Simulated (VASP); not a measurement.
Input:

```
CELL_PARAMETERS angstrom
      5.86470     0.00000     0.00000
      0.00000     5.86470     0.00000
      0.00000     0.00000     5.86470
ATOMIC_POSITIONS crystal
  Ga 0.99183 0.99183 0.99183
  Ga 0.50817 0.50817 0.99183
  Ga 0.50817 0.99183 0.50817
  Ga 0.99183 0.50817 0.50817
  Sb 0.25000 0.25000 0.25000
  As 0.75000 0.75000 0.25000
  As 0.75000 0.25000 0.75000
  As 0.25000 0.75000 0.75000
```

Method: PBE GGA, VASP's PBE PAW potentials (set 64) (plane waves; VASP). Run with 400 eV cut-off, 4×4×4 Γ-centred mesh, Gaussian smearing of 0.050 eV, potentials Ga_d Sb As.

Unless said otherwise, spin-orbit coupling is left out, though it shifts the bands of the heavy elements here.

Task: What does the run give for the energy per atom (σ→0), band gap (on the k-mesh) with the smallest direct gap where there is one?

Result: 
- band gap (on the k-mesh) = none (metal, semimetal or under 0.01 eV)
- energy per atom (σ→0) = -3.997 eV/atom

The structure was generated: Ga4As3Sb was put into an ordered model structure (P-43m), which need not be its known phase. It was relaxed first, which changed the volume by +5 %.
